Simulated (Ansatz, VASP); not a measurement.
**Cross-check of ZrPbSO2 between VASP and Ansatz**

One calculation is typed for both programs; each brings its own data sets. How far apart do they land? The cell is generated by rule, not measured, and may not be a known phase. The cell is taken from a series of runs on this material, whose earlier steps may have relaxed, scaled, displaced or heated it; both programs get it as it stands.

Calculated with Ansatz 0.2.0; plane waves, with VASP 6.6.1 beside it; zone-centre phonons at PBEsol.

The structure was built from a prototype and need not be the compound's stable phase.

## 1. Starting point

It takes space group P-4m2 (No. 115, tetragonal). Conventional cell: a = 4.036 Å, b = 4.036 Å, c = 5.287 Å, α = 90.00°, β = 90.00°, γ = 90.00°. Zr has 4 O at 2.05 Å and 2 S at 2.64 Å nearest. Nearest to Pb lie 4 S at 2.85 Å. Nearest to O lie 2 Zr at 2.05 Å. Nearest to S lie 2 Zr at 2.64 Å and 4 Pb at 2.85 Å. Farther neighbours and most contacts between anions are not listed.

## 2. Ansatz: zone-centre phonons, PBEsol

Ansatz runs on norm-conserving files, of PseudoDojo where its log says so.

Second derivatives magnify differences that forces hide, and they need a tight electronic threshold.

The input, input.yaml:

```yaml
crystal:
  lattice:
    - [4.0356662725, 0.0, 0.0]
    - [0.0, 4.0356662725, 0.0]
    - [0.0, 0.0, 5.2869919513]
  atoms:
    - { symbol: Zr, position: [0.0, 0.0, 0.0] }
    - { symbol: Pb, position: [0.5, 0.5, 0.5] }
    - { symbol: O, position: [0.0, 0.5, 0.9273604938] }
    - { symbol: O, position: [0.5, 0.0, 0.0726395062] }
    - { symbol: S, position: [0.0, 0.0, 0.5] }
kpoints:
  mp_grid: { grid: [6, 6, 4] }
hamiltonian:
  xc: pbesol
  pseudopotentials: { kind: nc }
scf:
  occupations: { method: fixed }
output:
  eigenvalues: true
phonons:
  method: dfpt
  dielectric: true
  rigid_motions: translations
```

On the command line:

```sh
> ansatz run input.yaml --threads 8 --pin off --max-ram 14336MiB --backend cpu --events-out ev --progress --plain --runs-dir out
```

Numbers of over 12 decimals in the logs are rounded to 6 here.

Log:

```text
Engine: ansatz 0.2.0, x86_64-unknown-linux-gnu
Pseudopotentials: kind: nc
Pseudopotential: Zr, nc, valence charge 12, recommended cutoff 897.975746 eV (normal), Zr.nc.azcp (PseudoDojo's, or run here from an input of PseudoDojo's: the run reads no file of this project's for it)
Pseudopotential: Pb, nc, valence charge 14, recommended cutoff 850 eV (normal), Pb.nc.azcp (PseudoDojo's, or run here from an input of PseudoDojo's: the run reads no file of this project's for it)
Pseudopotential: O, nc, valence charge 6, recommended cutoff 1142.878222 eV (normal), O.nc.azcp (PseudoDojo's, or run here from an input of PseudoDojo's: the run reads no file of this project's for it)
Pseudopotential: S, nc, valence charge 6, recommended cutoff 707.496042 eV (normal), S.nc.azcp (PseudoDojo's, or run here from an input of PseudoDojo's: the run reads no file of this project's for it)
Functional definition: PBEsol
  exchange = pbesol_x
  correlation = pbesol_c
Crystal: 5 atoms, lattice volume = 86.107 Å³
Basis set: ecut = 1142.878222 eV, 7581 PW (Γ), exchange–correlation on 90×90×120 points (8 copies of the dense FFT grid, shifted against one another)
Bands: 27, of which v1, the nominal top of the filled ones, is band 22 counted from 1 (21 counted from 0)
Symmetry: 8 space group operations
k-points: 76 of 144 (irreducible under 1 space group operation, time reversal used)
Non-local potential: Zr, projectors of the file, l = 0: 2, l = 1: 2, l = 2: 2
Non-local potential: Pb, projectors of the file, l = 0: 3, l = 1: 2, l = 2: 2, l = 3: 1
Non-local potential: O, projectors of the file, l = 0: 2, l = 1: 2, l = 2: 1
Non-local potential: S, projectors of the file, l = 0: 2, l = 1: 2, l = 2: 2
Initial density: superposition of atomic densities (chi_scale 0.1, normalization cell, long waves kept (reshape's long-wave potential 0.04 eV rms))
Initial wavefunctions: pseudopotential atomic-orbital guess
Functional: x = pbesol(κ = 0.804, μ = 0.123457), c = pbesol(β = 0.046)
SCF iter   1: F=—  HF=-4479.150263 eV  |F-HF|=—  |Δ(HF+E_count)|=         —  Δρ=4.48e-2  dr2=3.06e0  ethr=3.10e-3  ⟨swp⟩=5.2  Hψ=8635  notcnv=0  defer=193
preconditioner: auto → Resta (q_TF=auto, 2.439 Å⁻¹)  ε∞=5.1  [insulator: Δε(μ)=1.226 eV  Ē_g=11.838 eV  n_scr=20 (ndim 8)  ℏωp=24.0 eV  f_vac=0.000  ε∞_Penn≈5.1]
SCF iter   2: F=—  HF=-4478.339981 eV  |F-HF|=—  |Δ(HF+E_count)|=   8.10e-1  Δρ=2.40e-2  dr2=9.38e-1  ethr=3.10e-3  ⟨swp⟩=3.5  Hψ=3939  notcnv=0  defer=210
SCF iter   3: F=—  HF=-4478.036505 eV  |F-HF|=—  |Δ(HF+E_count)|=   3.03e-1  Δρ=1.36e-2  dr2=1.20e-1  ethr=2.13e-3  ⟨swp⟩=2.9  Hψ=3424  notcnv=0  defer=214
SCF iter   4: F=—  HF=-4478.015612 eV  |F-HF|=—  |Δ(HF+E_count)|=   2.09e-2  Δρ=3.48e-3  dr2=1.30e-2  ethr=2.73e-4  ⟨swp⟩=2.1  Hψ=4051  notcnv=0  defer=220
SCF iter   5: F=—  HF=-4478.014610 eV  |F-HF|=—  |Δ(HF+E_count)|=   1.00e-3  Δρ=9.16e-4  dr2=9.39e-4  ethr=2.95e-5  ⟨swp⟩=2.0  Hψ=2963  notcnv=0  defer=226
SCF iter   6: F=—  HF=-4478.014865 eV  |F-HF|=—  |Δ(HF+E_count)|=   2.55e-4  Δρ=1.78e-4  dr2=4.09e-5  ethr=2.13e-6  ⟨swp⟩=2.0  Hψ=3026  notcnv=0  defer=226
SCF iter   7: F=—  HF=-4478.014866 eV  |F-HF|=—  |Δ(HF+E_count)|=   1.10e-6  Δρ=7.09e-5  dr2=7.18e-6  ethr=9.30e-8  ⟨swp⟩=2.1  Hψ=3528  notcnv=0  defer=168
SCF iter   8: F=—  HF=-4478.014865 eV  |F-HF|=—  |Δ(HF+E_count)|=   8.05e-7  Δρ=1.47e-5  dr2=2.83e-7  ethr=1.63e-8  ⟨swp⟩=2.7  Hψ=3714  notcnv=0  defer=116
SCF iter   9: F=—  HF=-4478.014784 eV  |F-HF|=—  |Δ(HF+E_count)|=   8.19e-5  Δρ=4.31e-6  dr2=2.07e-8  ethr=6.43e-10  ⟨swp⟩=2.0  Hψ=3008  notcnv=0  defer=86
SCF iter  10: F=—  HF=-4478.014784 eV  |F-HF|=—  |Δ(HF+E_count)|=   5.45e-9  Δρ=8.50e-7  dr2=6.22e-10  ethr=4.70e-11  ⟨swp⟩=2.3  Hψ=3481  notcnv=0  defer=86
SCF iter  11: F=-4478.014784 eV  HF=-4478.014784 eV  |F-HF|=0.00e0  |Δ(HF+E_count)|=  2.76e-10  Δρ=2.23e-7  dr2=4.29e-11  ethr=1.00e-12  ⟨swp⟩=15.8  Hψ=16840  notcnv=0
SCF 1 converged in 11 iterations: F = -4478.014784 eV  dr2 = 4.29e-11
DFPT response loops at Γ: preconditioner auto → Resta (q_TF=auto, 2.439 Å⁻¹)  ε∞=6.8 (no band partly filled); β = 1.00, the filter's whole step (`scf.mixing.beta` (0.50) is not read by the response loops at its default; to damp them type it under 1.00, their step now; it binds the ground state too); Broyden in place of MSR1
── the response to a field inside a basis, on 10×10×8 k-points: an SCF that follows is theirs, and a resumed run solves both again ──
Bands: 23, of which v1, the nominal top of the filled ones, is band 22 counted from 1 (21 counted from 0)
k-points: 60
Initial density: handed on by an earlier stage of this run
Initial wavefunctions: pseudopotential atomic-orbital guess (no wavefunctions were taken with the density)
Eigensolver: Dense (60 Hₖ)
SCF iter   1: F=—  HF=-4477.999874 eV  |F-HF|=—  |Δ(HF+E_count)|=         —  Δρ=2.41e-4  dr2=3.00e-5  ethr=1.00e-1
preconditioner: auto → Resta (q_TF=auto, 2.439 Å⁻¹)  ε∞=5.5  [insulator: Δε(μ)=1.587 eV  Ē_g=11.311 eV  n_scr=20 (ndim 8)  ℏωp=24.0 eV  f_vac=0.005  ε∞_Penn≈5.5]
SCF iter   2: F=—  HF=-4477.999874 eV  |F-HF|=—  |Δ(HF+E_count)|=   1.02e-7  Δρ=1.23e-4  dr2=5.48e-6  ethr=6.83e-8
SCF iter   3: F=—  HF=-4477.999876 eV  |F-HF|=—  |Δ(HF+E_count)|=   1.56e-6  Δρ=4.06e-5  dr2=9.73e-7  ethr=1.25e-8
SCF iter   4: F=-4477.999876 eV  HF=-4477.999876 eV  |F-HF|=5.50e-9  |Δ(HF+E_count)|=   8.57e-8  Δρ=1.16e-5  dr2=6.64e-8  ethr=2.21e-9
SCF 1 converged in 4 iterations: F = -4477.999876 eV  dr2 = 6.64e-8
DFPT response loops at Γ: preconditioner auto → Resta (q_TF=auto, 2.439 Å⁻¹)  ε∞=6.1 (no band partly filled); β = 1.00, the filter's whole step (`scf.mixing.beta` (0.50) is not read by the response loops at its default; to damp them type it under 1.00, their step now; it binds the ground state too); Broyden in place of MSR1
WARN: field response: ε∞ stands inside a basis, on 10×10×8 points; the force constants stand on the 6×6×4 k-mesh, whose period is 8.70 times the interband length at k = (0.0000, -0.5000, -0.5000), direct gap 2.001 eV, under 14: take them and everything formed from them as unconverged, and compare with a denser kpoints.mp_grid
SCF converged after 11 iterations
Free energy (F): -4478.014784 eV
Harris-Foulkes:  -4478.014784 eV  (|F-HF|=0.00e0)
Internal energy: -4478.014784 eV  (E = F + TS)
E sigma→0 (E₀):  -4478.014784 eV
Fermi energy:    9.811904 eV
--- Per-component energies (eV) ---
  E_band       = -152.951798
  E_kinetic    = 2033.475836
  E_local      = -2782.989922  (includes V_loc(G=0)·N_el)
  E_nonlocal   = -231.157957
  E_hartree    = 848.309850
  E_xc         = -1107.950125
  E_vxc        = -868.899558  (∫ρ·V_xc dr)
  E_ewald      = -3237.702465
  E_smearing   = -0.000000  (= −TS)
  E_closure    = -0.000000  (closes the sum)
  Σ components = -4478.014784   (vs F -4478.014784, Δ=0.00e0)
--- Band table (eV; the first three rows and the last of 76) ---
  k-point 0: bands = [... 18 lower, 7.4306, 7.9413, 7.9413, 8.6135, 12.4554, 12.8591, 12.8603, 12.8603, ... 1 higher]
  k-point 1: bands = [... 18 lower, 7.3995, 7.9748, 8.0886, 8.0886, 12.3603, 12.4631, 13.2713, 13.2713, ... 1 higher]
  k-point 2: bands = [... 18 lower, 7.5343, 7.6393, 8.1982, 8.1982, 11.6009, 12.4709, 13.8005, 13.8005, ... 1 higher]
  k-point 75: bands = [... 18 lower, 5.9816, 7.9828, 7.9828, 8.8842, 13.2203, 13.4369, 13.4369, 15.7525, ... 1 higher]
--- Phonons (Γ-DFPT): 9 representative perturbations + reference, on 76 of 144 k-points (Σ response iterations 33) ---
  k mesh reduced under 1 symmetry operation, with k and −k counted as one. Each operation leaves every solved perturbation unchanged. A smaller set is not considered because the run solves the response to a homogeneous field
  ASR residual: 2.263e-4 → 0.000e0 eV/Å²; symmetrization residual: 9.673e-6 eV/Å²
  ASR residual per site (eV/Å²): 1.97e-4 2.26e-4 1.52e-4 1.52e-4 1.73e-5
  Γ frequencies (cm⁻¹): -73.40 0.00 0.00 0.00 30.19 30.19 158.37 158.37 181.81 181.81 250.89 264.60 325.39 448.61 448.61
  ε∞ (high-frequency dielectric tensor):
       11.429942     0.000000     0.000000
        0.000000    11.429942     0.000000
        0.000000     0.000000     6.839388
  softest optical mode at Γ: -73.40 cm⁻¹; the repairs (sum rule, projections) moved no ω² at Γ by more than (2.25 cm⁻¹)²
  Born effective charges Z* (e; rows j = field, columns β = displacement):
    site 0:
         6.31727    0.00000    0.00000
         0.00000    6.31727    0.00000
         0.00000    0.00000    5.19988
    site 1:
         5.29684    0.00000   -0.00000
         0.00000    5.29684    0.00000
         0.00000    0.00000    2.52131
    site 2:
        -1.59168    0.00000   -0.00000
         0.00000   -5.92205    0.00000
         0.00000    0.00000   -2.35939
    site 3:
        -5.92205    0.00000    0.00000
         0.00000   -1.59168    0.00000
         0.00000    0.00000   -2.35939
    site 4:
        -4.10038    0.00000    0.00000
         0.00000   -4.10038    0.00000
        -0.00000    0.00000   -3.00242
  Z* charge neutrality: 2.279e-3 e pre-enforcement
  solved inside a basis spanned on kpoints, on 10×10×8 k-points transformed towards the longest dipole: ε∞ is read to err by 5.2e-2, Z* by 5.0e-2 e (field_mesh: kpoints solves on kpoints); Z* is corrected for what the basis lacks
  optical modes at Γ without the LO–TO term, one row a degenerate level:
      ω (cm⁻¹)  modes    IR ((D/Å)²/amu)
        -73.40      1             4.9616
         30.19      2             9.7645
        158.37      2            65.4476
        181.81      2             0.8631
        250.89      1            24.4656
        264.60      1             0.0000
[...]
optical modes at Γ + LO–TO along q̂ = [1.0000, 0.0000, 0.0000]:
      ω (cm⁻¹)  modes    IR ((D/Å)²/amu)
[...]
optical modes at Γ + LO–TO along q̂ = [0.0000, 1.0000, 0.0000]:
      ω (cm⁻¹)  modes    IR ((D/Å)²/amu)
[...]
optical modes at Γ + LO–TO along q̂ = [0.0000, 0.0000, 1.0000]:
      ω (cm⁻¹)  modes    IR ((D/Å)²/amu)
         30.19      2             9.7645
         43.31      1             0.7574
        158.37      2            65.4476
        181.81      2             0.8631
        264.60      1             0.0000
        322.59      1             0.3534
        408.00      1            28.9769
        448.61      2            83.0078
```

In the SCF lines HF is the Harris–Foulkes energy and dr2 the Hartree energy of the density residual, in eV; the loop may stop once dr2 is under the threshold and the program's other checks hold. Hψ counts applications of the Hamiltonian.

[end of part 1 of 3]

[Lines on the potential files, build, host, timing and source positions are cut from VASP's logs without a mark.]

[Logs are printed without paths, hosts, clocks, repeated set-up lines and the standing remarks that a program may print on its own settings, such as how far it seeks lower states.]

[Hosts, paths, dates, database ids (printed as entryN), source tags and the programs' standing remarks are cut or masked in the printed files.]
